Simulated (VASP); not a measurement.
# A VASP study of GeSb4Te7 (r2SCAN + rVV10): structure first, properties next, part 2 of 2

How well does r2SCAN + rVV10 reproduce what experiment finds for GeSb4Te7? The cell is relaxed first, and properties follow on it. The start is a computed cell from the Materials Project.

VASP 6.6.1; r2SCAN with rVV10; plane waves and PAW (Ge_d, Sb, Te).

So far, gap on the k-mesh (eV): 0.546 in steps 2, 3 and 4. The relaxed cell has a = 4.272, c = 24.170 Å (conventional setting).

## (6) Total and projected DOS (r2SCAN + rVV10)

Here the states are counted by energy and projected on the atoms. The mesh is finer than in the run before.

Contents of INCAR:

```
SYSTEM = GeSb4Te7
PREC = Accurate
ENCUT = 410
EDIFF = 1E-06
NELM = 100
ISMEAR = -5
SIGMA = 0.05
LREAL = .FALSE.
ALGO = Normal
METAGGA = R2SCAN
LUSE_VDW = .TRUE.
IVDW_NL = 2
BPARAM = 11.95
CPARAM = 0.0093
LASPH = .TRUE.
NBANDS = 66
LORBIT = 11
LWAVE = .FALSE.
LCHARG = .FALSE.
KPAR = 8
NEDOS = 2001
```

Contents of POSCAR:

```
GeSb4Te7
1.0
    4.2720382397      0.0000000000      0.0000000000
   -2.1360191199      3.6996936415      0.0000000000
    0.0000000000      0.0000000000     24.1702109378
Ge Sb Te
1 4 7
Direct
    0.0000000000      0.0000000000      0.5000000000
    0.6666666700      0.3333333300      0.9180540310
    0.3333333300      0.6666666700      0.3478748544
    0.3333333300      0.6666666700      0.0819459690
    0.6666666700      0.3333333300      0.6521251456
    0.3333333300      0.6666666700      0.8472917772
    0.6666666700      0.3333333300      0.1527082228
    0.0000000000      0.0000000000      0.7224502004
    0.6666666700      0.3333333300      0.4308108758
    0.3333333300      0.6666666700      0.5691891242
    0.0000000000      0.0000000000      0.0000000000
    0.0000000000      0.0000000000      0.2775497996
```

Contents of KPOINTS:

```
Automatic mesh
0
Gamma
9 9 2
0 0 0
```

PAW data sets: Ge_d, Sb and Te (PBE family, release 64).

Started as:

```bash
mpirun -np 8 vasp_std
```

The job ended after 14 min (8 MPI ranks of AMD EPYC 7R43, shared host; peak memory 8.2 GiB).

Numbers from this step:

| Quantity | Value |
| --- | --- |
| SCF cycles | 24 |
| irreducible k-points | 24 |
| free energy (TOTEN) | -293.7668 eV |
| Fermi energy | 6.220 eV |
| pressure | 0.04742 GPa |
| conduction bottom at k | 0, 0, 0.5 |
| gap on the k-mesh | 0.3878 eV |
| least direct gap on the k-mesh | 0.3878 eV |

The density of states has structure finer than the step of the table below, so its rows give means over 0.5 eV, whole bins alone (the curve runs from -12.0 to 1.01 eV). Peaks (eV: height): total -11.75: 13.0, -11.44: 15.1, -3.19: 12.2, -1.43: 10.4; Te p -3.19: 3.46, -1.43: 4.37, -1.12: 3.76, -0.90: 4.07; Sb p -5.56: 0.595, -5.02: 1.07, -3.65: 1.50, 0.71: 1.97; Ge p -3.19: 0.296, -2.65: 0.331, 0.71: 0.518, 0.94: 0.558; Sb s -9.99: 2.86, -9.22: 2.65, -0.90: 0.652.

States under -12.0 eV and over 1.0 eV are left out. The density of states by energy, zero at the valence-band top; means over each step; 7 of 8 lines; values in states/eV/cell:

```tsv
energy (eV)	total	Te p	Sb p	Ge p	Sb s	Te s	Te d
-11.5	9.61	0.0264	0.101	0.0255	0.183	6.10	0.00212
-11.0	0	0	0	0	0	0	0
-10.5	0	0	0	0	0	0	0
-10.0	3.66	0.151	0.0115	0.00149	1.65	0.355	0.0109
-9.5	5.66	0.213	0.0236	0.00431	2.30	0.918	0.0163
-9.0	4.43	0.185	0.0249	0.00326	1.44	0.896	0.00963
-8.5	3.01	0.140	0.0142	0.00495	0.596	0.532	0.00888
-8.0	1.62	0.0786	0.00955	0.00349	0.314	0.351	0.00330
-7.5	0.925	0.0457	0.00652	0.00192	0.186	0.233	8.8e-4
-7.0	0.405	0.0229	0.00386	0.00124	0.0462	0.0968	1.0e-4
-6.5	0.292	0.0158	0.00267	5.1e-4	0.0397	0.0774	0
-6.0	0.726	0.164	0.0760	0.0200	9.3e-4	0.00920	8.1e-4
-5.5	3.84	0.882	0.436	0.0861	0.00383	0.0349	0.00773
-5.0	5.44	1.28	0.665	0.0784	0.0226	0.0565	0.0179
-4.5	7.67	1.92	0.935	0.116	0.0384	0.0858	0.0277
-4.0	9.52	2.50	1.17	0.149	0.0515	0.137	0.0376
-3.5	10.8	2.97	1.28	0.189	0.0818	0.167	0.0520
-3.0	8.73	2.51	1.01	0.204	0.0852	0.150	0.0494
-2.5	8.82	2.80	0.806	0.283	0.100	0.147	0.0512
-2.0	7.37	2.73	0.367	0.192	0.124	0.0981	0.0354
-1.5	8.16	3.45	0.206	0.0696	0.224	0.0672	0.0282
-1.0	8.36	3.31	0.194	0.0589	0.532	0.0608	0.0393
-0.5	4.50	1.77	0.106	0.0197	0.369	0.0450	0.0185
0.0	0.142	0.0571	0.00320	0.00106	0.0146	0.00166	4.0e-4
0.5	2.70	0.316	0.585	0.151	0.0278	0.126	0.0686
```

The gap on this mesh is 0.39 eV. In the top eV of the valence band the largest shares in the PAW spheres are Te p 39 % and Sb s 8 %; in the lowest eV of the conduction band, Sb p 21 %, Te p 13 % and Ge p 5 %. The rest lies in smaller channels or between the spheres.

## (7) Vibrations at Γ (r2SCAN + rVV10)

Zone-centre modes test whether the atoms sit at a minimum within this cell. IBRION = 6 takes the force constants from differences of forces between displaced cells, so the forces must be tight.

Contents of INCAR:

```
SYSTEM = GeSb4Te7
PREC = Accurate
ENCUT = 410
EDIFF = 1E-08
NELM = 100
ISMEAR = 0
SIGMA = 0.05
LREAL = .FALSE.
ALGO = Normal
METAGGA = R2SCAN
LUSE_VDW = .TRUE.
IVDW_NL = 2
BPARAM = 11.95
CPARAM = 0.0093
LASPH = .TRUE.
NBANDS = 50
LORBIT = 11
LWAVE = .FALSE.
LCHARG = .FALSE.
KPAR = 4
IBRION = 6
NFREE = 2
POTIM = 0.015
ISIF = 2
NSW = 1
```

POSCAR is that of step 6.

Contents of KPOINTS:

```
Automatic mesh
0
Gamma
6 6 1
0 0 0
```

Started as:

```bash
mpirun -np 8 vasp_std
```

It took 1.5 h on 8 MPI ranks; peak memory 5.4 GiB.

The run was stopped at its time limit, by a STOPCAR file.

More ranks or a longer limit would be the way on.

## (8) Outcome

| Property | Result |
| --- | --- |
| relaxed volume | 31.83 Å³/atom |
| relaxed conventional cell a, b, c | 4.272, 4.272, 24.170 Å; angles 90.0, 90.0, 120.0° |
| space group after relaxing, within 0.02 Å | P-3m1 (No. 164) |
| band gap | 0.370 eV, indirect (least direct gap of that run 0.386 eV) |
| gap among the points of the DOS mesh alone, an upper bound | 0.388 eV |

With r2SCAN + rVV10, GeSb4Te7 relaxes to 31.83 Å³/atom in space group P-3m1 (held by the symmetry of the run) and has an indirect gap of 0.370 eV. Not obtained: vibrations at Γ (r2SCAN + rVV10), because the run hit its time limit. Band structure (r2SCAN + rVV10): On this path the gap is indirect, 0.37 eV, with the valence top at A and the conduction bottom between Γ and M. The least direct gap is 0.39 eV. Spin-orbit coupling is left out, and with elements this heavy it would split and shift bands near the edges, and it can change the kind of a small gap. No search among competing phases was made, and a listed structure need not be the one stable at ambient conditions. All values are for a static lattice at zero temperature.

Computed beside measured:

```
              quantity  measured  r2SCAN with rVV10
lattice constant a (Å)      4.23     4.272 (+1.0 %)
lattice constant c (Å)     23.82    24.170 (+1.5 %)
```

Measured values from arxiv:2311.14472 (2023).

Verdict: The lattice constant a is off by +1.0 %: fair agreement. The lattice constant c is off by +1.5 %: fair agreement. The grades are ours: good and fair within 0.7 and 1.5 % for the lattice constant a and 0.8 and 2 % for the lattice constant c. For lattice constants the calculation has a static lattice, without zero-point motion or thermal expansion (measured at up to 300 K). As a rule both would widen the computed cell, so the excess over experiment is if anything larger than shown.

[Lines on the potential files, build, host, timing and source positions are cut from VASP's logs without a mark.]

[Logs are printed without paths, hosts, clocks, repeated set-up lines and the standing remarks that a program may print on its own settings, such as how far it seeks lower states.]

[Hosts, paths, dates, database ids (printed as entryN), source tags and the programs' standing remarks are cut or masked in the printed files.]

[A measured line is paired with the nearest computed mode of its activity, which favours agreement.]
